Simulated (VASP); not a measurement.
Take MgO (rock salt), against free atoms with fixed spin and no zero-point term, in VASP with PAW potentials, and its cohesive energy.

Problem. One run gives 4.63 eV/atom. Which level is it?
A) PBE
B) RPBE
C) PBE-D3(BJ)
D) LDA

Solution. B, RPBE.  The others give 5.00 (PBE), 6.00 (LDA), 5.29 (PBE-D3(BJ)).

Only levels that ran to the end are used. Left out are those held back, those with too coarse a band path, GW runs whose mesh misses a band edge, hybrids' fits of cells that aren't cubic and levels without matching references; a question may draw on a part of the rest.
